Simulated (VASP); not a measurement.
A run of VASP 6.6.1 is set up as follows.

File INCAR:

```
SYSTEM = SnHBrO
ALGO = Normal
EDIFF = 1E-7
ENCUT = 520
GGA = PE
ISIF = 2
ISMEAR = 0
LASPH = .TRUE.
LCHARG = .FALSE.
LREAL = .FALSE.
LWAVE = .FALSE.
NBANDS = 22
NELM = 100
PREC = Accurate
SIGMA = 0.01
```

The input KPOINTS:

```
k-points
0
G
  1 1 1
  0 0 0
```

POSCAR

```
SnHBrO
1.0
   13.0000000000      0.0000000000      0.0000000000
    0.0000000000     11.0000000000      0.0000000000
    0.0000000000      0.0000000000     11.0000000000
O Sn Br H
1 1 1 1
Direct
    0.4347192300      0.5530000000      0.4391500000
    0.4437576900      0.4524636400      0.5874863600
    0.6355269200      0.4240181800      0.5740681800
    0.3664730800      0.5798000000      0.4186954500
```

Potentials or basis: VASP PAW PBE potentials, release 64 (O, Sn_d, Br, H).

Command:

```bash
$ cat potpaw_PBE.64/O/POTCAR potpaw_PBE.64/Sn_d/POTCAR potpaw_PBE.64/Br/POTCAR potpaw_PBE.64/H/POTCAR > POTCAR
$ mpirun -np 1 vasp_gam > vasp.out
```

Problem. Estimate the gap between the frontier levels.

Solution. 3.14 eV.

Problem. Estimate the largest force.

Solution. 0.728 eV/Å.

Forces in eV/Å, atoms in the order of the input:
```
O    0.525  0.193 -0.420
Sn  -0.216 -0.360  0.595
Br   0.272 -0.035 -0.015
H   -0.581  0.202 -0.159
```

Caveat: spin-orbit coupling is left out, which moves the levels of the heavy elements. As with any semilocal functional, this PBE gap is likely too small.
